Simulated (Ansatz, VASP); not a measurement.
# Cross-check of Ge (Germanium) between VASP and Ansatz

One calculation is typed for both programs; each brings its own data sets. How far apart do they land? The structure shown is the end of the Ansatz relaxation below.

Calculated with Ansatz 0.2.0; plane waves, with VASP 6.6.1 beside it; single point at PBEsol.

### 1. Starting point

Symmetry: Fd-3m, No. 227, cubic system. The conventional cell has a = 5.520 Å, b = 5.520 Å, c = 5.520 Å, α = 90.00°, β = 90.00°, γ = 90.00°. Nearest to Ge lie 4 Ge at 2.39 Å.

### 2. Ansatz: relaxation, PBEsol

Ansatz runs on its PAW soft_1 files.

This run makes the geometry at which the two programs are then compared.

Contents of input.yaml:

```yaml
crystal:
  lattice:
    - [-0.0001941718, 2.7598884487, 2.7598884487]
    - [2.7598884487, -0.0001941718, 2.7598884487]
    - [2.7598884487, 2.7598884487, -0.0001941718]
  atoms:
    - { symbol: Ge, position: [0.4999771075, 0.4999771075, 0.4999771075] }
    - { symbol: Ge, position: [0.7500228925, 0.7500228925, 0.7500228925] }
kpoints:
  mp_grid: { grid: [12, 12, 12], shift: [0.5, 0.5, 0.5] }
hamiltonian:
  xc: pbesol
  pseudopotentials: { kind: paw, azcp: { folder: soft_1 }, xc_functional: pbe }
scf:
  occupations: { method: gaussian, width: 0.015 }
output:
  forces: true
  stress: true
  eigenvalues: true
relax:
  adjacent_minimum: "off"
  f_tol: 0.001
  max_steps: 60
  cell: { stress_tol: 0.01, fix: [volume] }
```

Run with:

```console
$ ansatz run input.yaml --threads 4 --pin off --max-ram 10240MiB --backend cpu --events-out ev --progress --plain --runs-dir out
```

Numbers of over 12 decimals in the logs are rounded to 6 here.

The program printed:

```text
Engine: ansatz 0.2.0, aarch64-unknown-linux-gnu
Pseudopotentials: kind: paw
Pseudopotential: Ge, paw, valence charge 14, recommended cutoff 420 eV (normal), soft_1/Ge.paw.azcp
Functional definition: PBEsol
  exchange = pbesol_x
  correlation = pbesol_c
Crystal: 2 atoms, lattice volume = 42.048 Å³
Basis set: ecut = 420 eV, 869 PW (Γ), exchange–correlation on 54×54×54 points (8 copies of the dense FFT grid, shifted against one another)
Bands: 18, of which v1, the nominal top of the filled ones, is band 14 counted from 1 (13 counted from 0)
Symmetry: 12 space group operations
Space group: R-3m (ITA 166), of the structure as read, at distance tolerance 3.5e-5 Å
k-points: 182 of 1728
Non-local potential: Ge, projectors of the file, l = 0: 2, l = 1: 2, l = 2: 3, l = 3: 1
PAW form: soft (Blöchl's): semilocal exchange-correlation on the pseudo side does not see the compensation charge
PAW frozen core: Ge, regenerated for the run's functional, and the local potential with it (the file was generated under x = pbe(κ = 0.804, μ = 0.219515), c = pbe(β = 0.066725))
PAW one-centre angular grid: Ge, 590 points (default); XC on 64 Gauss nodes
Initial density: superposition of atomic densities (chi_scale 0.1, normalization cell)
Initial wavefunctions: pseudopotential atomic-orbital guess
Functional: x = pbesol(κ = 0.804, μ = 0.123457), c = pbesol(β = 0.046)
SCF iter   1: F=—  HF=-8507.016094 eV  |F-HF|=—  |Δ(HF+E_count)|=         —  Δρ=3.87e-2  dr2=5.01e-1  ethr=3.10e-3  ⟨swp⟩=6.0  Hψ=15472  notcnv=0
preconditioner: auto → none  [insulator: Δε(μ)=0.509 eV  Ē_g=23.627 eV  σ=0.015 eV  W_gap=1.00  n_scr=14 (ndim 8)  ℏωp=30.3 eV  f_vac=0.000  D(μ)=0.00/eV (n_scr^D=0)  ε∞_Penn≈2.6]
SCF iter   2: F=—  HF=-8506.941705 eV  |F-HF|=—  |Δ(HF+E_count)|=   7.44e-2  Δρ=1.83e-2  dr2=9.14e-2  ethr=1.79e-3  ⟨swp⟩=2.0  Hψ=5413  notcnv=0
SCF iter   3: F=—  HF=-8506.935269 eV  |F-HF|=—  |Δ(HF+E_count)|=   6.44e-3  Δρ=2.16e-3  dr2=5.16e-4  ethr=3.27e-4  ⟨swp⟩=2.3  Hψ=4776  notcnv=0
SCF iter   4: F=—  HF=-8506.935439 eV  |F-HF|=—  |Δ(HF+E_count)|=   1.70e-4  Δρ=4.55e-4  dr2=7.17e-5  ethr=1.84e-6  ⟨swp⟩=2.0  Hψ=6544  notcnv=0
SCF iter   5: F=—  HF=-8506.935261 eV  |F-HF|=—  |Δ(HF+E_count)|=   1.78e-4  Δρ=6.62e-5  dr2=1.21e-6  ethr=2.56e-7  ⟨swp⟩=2.0  Hψ=6257  notcnv=0
SCF iter   6: F=—  HF=-8506.935259 eV  |F-HF|=—  |Δ(HF+E_count)|=   2.26e-6  Δρ=3.17e-5  dr2=2.25e-7  ethr=3.57e-10  ⟨swp⟩=6.0  Hψ=15087  notcnv=0
SCF iter   7: F=-8506.935259 eV  HF=-8506.935259 eV  |F-HF|=2.72e-9  |Δ(HF+E_count)|=   1.60e-7  Δρ=2.56e-6  dr2=1.38e-9  ethr=3.57e-10  ⟨swp⟩=4.5  Hψ=12749  notcnv=0
SCF 1 converged in 7 iterations: F = -8506.935259 eV  dr2 = 1.38e-9
  greatest PAW one-centre occupation: 0.998 electrons in one spin orbital (limit 2), on the Ge atom at site 1 (counted from 0), in its partial waves of l = 2
relax step   1: F+E_penalty+E_count = -8506.93525865 eV  Δ(F+E_penalty+E_count) = +0.000e0 eV  max|allowed force component| = 7.521e-4 eV/Å  Δτ_max = 0.0000 Å  P = +6.874 GPa  Ω = 42.048 Å³  fix = [volume]  reactions: volume +6.874 GPa  (7 SCF iters, dr2 threshold 1.00e-7 eV, accepted)
Initial density: handed on by an earlier stage of this run
Initial wavefunctions: pseudopotential atomic-orbital guess (no wavefunctions were taken with the density)
iter 1 solved again at ethr=2.65e-7 eV; its pass at ethr=3.10e-3 eV (dr2=7.41e-5 eV) is discarded
SCF iter   1: F=—  HF=-8506.935257 eV  |F-HF|=—  |Δ(HF+E_count)|=         —  Δρ=2.31e-6  dr2=1.08e-9  ethr=2.65e-7  ⟨swp⟩=3.0  Hψ=23766  notcnv=0
eigensolver tolerance schedule: the retry pair's looser diagonalisation over-reported the residual by 68580.77 of it (diagonalisation noise at an unbounded share of the residual, at the tolerance the schedule requests for it); recorded, not acted on — ethr = c·dr2/N_el stays at c = 1.0e-1
preconditioner: auto → none  [insulator: Δε(μ)=0.418 eV  Ē_g=23.745 eV  σ=0.015 eV  W_gap=1.00  n_scr=14 (ndim 8)  ℏωp=30.3 eV  f_vac=0.044  D(μ)=0.00/eV (n_scr^D=0)  ε∞_Penn≈2.6]
SCF iter   2: F=—  HF=-8506.935259 eV  |F-HF|=—  |Δ(HF+E_count)|=   2.03e-6  Δρ=7.63e-7  dr2=1.21e-10  ethr=3.86e-12  ⟨swp⟩=3.4  Hψ=7494  notcnv=0
SCF iter   3: F=—  HF=-8506.935259 eV  |F-HF|=—  |Δ(HF+E_count)|=  1.13e-10  Δρ=3.19e-7  dr2=2.31e-11  ethr=4.33e-13 (applied; sched 1.00e-12)  ⟨swp⟩=2.2  Hψ=4246  notcnv=0
SCF iter   4: F=-8506.935259 eV  HF=-8506.935259 eV  |F-HF|=0.00e0  |Δ(HF+E_count)|=  3.46e-11  Δρ=4.42e-8  dr2=5.26e-13  ethr=1.00e-12  ⟨swp⟩=3.1  Hψ=13191  notcnv=0
SCF 2 converged in 4 iterations: F = -8506.935259 eV  dr2 = 5.26e-13
relax step   2: F+E_penalty+E_count = -8506.93525865 eV  Δ(F+E_penalty+E_count) = -1.923e-9 eV  max|allowed force component| = 7.522e-4 eV/Å  Δτ_max = 0.0000 Å  P = +6.874 GPa  Ω = 42.048 Å³  fix = [volume]  reactions: volume +6.874 GPa  stress off target by 5.79e-3 GPa on what of the cell is left free  SCF on the basis re-selected at this cell (its energy is not comparable with the rows above)  (4 SCF iters)
basis re-selected at this cell: Δ(F+E_penalty+E_count) = -1.923e-9 eV, ΔP = -0.000 GPa vs the last step (what re-selecting the basis moved, of the pressure what is left beyond the Pulay correction that the steps carried, after the strain that the cell walked since its last selection, with what the two solves' SCF thresholds leave and, on support functions, any second-order correction that the steps lacked; it is no m [...]
SCF converged after 4 iterations
Free energy (F): -8506.935259 eV
Harris-Foulkes:  -8506.935259 eV  (|F-HF|=0.00e0)
Internal energy: -8506.935259 eV  (E = F + TS)
E sigma→0 (E₀):  -8506.935259 eV
Fermi energy:    9.584205 eV
--- Per-component energies (eV) ---
  E_band       = -279.249633
  E_kinetic    = 188.095883
  E_local      = -4396.488763  (includes V_loc(G=0)·N_el)
  E_nonlocal   = 439.777722
  E_hartree    = 2102.871384
  E_xc         = -143.345786
  E_vxc        = -131.856250  (∫ρ·V_xc dr)
  E_paw        = -3945.441706  (= ΣΔE_a)
  E_vpaw       = -584.520968  (= ΣTr[D̂ρ^β])
  E_aug_tail   = 0.000038  (compensation charges beyond the density's cutoff)
  E_ewald      = -2754.239905
  E_core_change = 1.835876  (= ΣΔE_core)
  E_smearing   = -0.000000  (= −TS)
  E_closure    = -0.000000  (closes the sum)
  Σ components = -8506.935259   (vs F -8506.935259, Δ=0.00e0)
--- Forces (eV/Å), atoms counted from 1 ---
  atom   1  Ge     0.00075216     0.00075216     0.00075216
  atom   2  Ge    -0.00075216    -0.00075216    -0.00075216
  max |Σ_I F_I| component: 4.55e-18 eV/Å
--- Stress (GPa, compression-positive) ---
        6.873909      -0.002893      -0.002893
       -0.002893       6.873909      -0.002893
       -0.002893      -0.002893       6.873909
  P = ⅓ Tr σ = 6.8739 GPa (68.739 kbar)
--- Band table (eV; the first three rows and the last of 182) ---
  k-point 0: bands = [... 10 lower, -3.9324, 8.8665, 9.3751, 9.3751, 10.4954, 12.0465, 12.0465, 12.0827]
  k-point 1: bands = [... 10 lower, -3.8110, 7.6276, 8.8438, 9.2956, 10.9792, 12.1731, 12.2944, 12.9313]
  k-point 2: bands = [... 10 lower, -3.5114, 5.9335, 8.3721, 8.9442, 10.7979, 12.6238, 12.9296, 14.2226]
  k-point 181: bands = [... 10 lower, -1.5960, 1.4713, 7.0771, 7.7727, 10.5251, 13.0140, 13.4483, 16.8670]
--- Relaxed structure (1 steps of the walk, 1 accepted, 1 SCFs on fresh bases) ---
  F+E_penalty+E_count = -8506.93525865 eV   max|allowed force component| = 7.522e-4 eV/Å   (the final SCF, on the basis selected at the relaxed cell)
  cell:  # Å, volume = 42.0485 Å³
    - [-0.0001941718, 2.7598884487, 2.7598884487]
    - [2.7598884487, -0.0001941718, 2.7598884487]
    - [2.7598884487, 2.7598884487, -0.0001941718]
  atoms:
    - { symbol: Ge, position: [0.499977, 0.499977, 0.499977] }
    - { symbol: Ge, position: [0.750023, 0.750023, 0.750023] }
```

In the SCF lines HF is the Harris–Foulkes energy and dr2 the Hartree energy of the density residual, in eV; the loop may stop once dr2 is under the threshold and the program's other checks hold. Hψ counts applications of the Hamiltonian.

(Continued in part 2 of 5.)

[Lines on the potential files, build, host, timing and source positions are cut from VASP's logs without a mark.]

[Logs are printed without paths, hosts, clocks, repeated set-up lines and the standing remarks that a program may print on its own settings, such as how far it seeks lower states.]

[Hosts, paths, dates, database ids (printed as entryN), source tags and the programs' standing remarks are cut or masked in the printed files.]
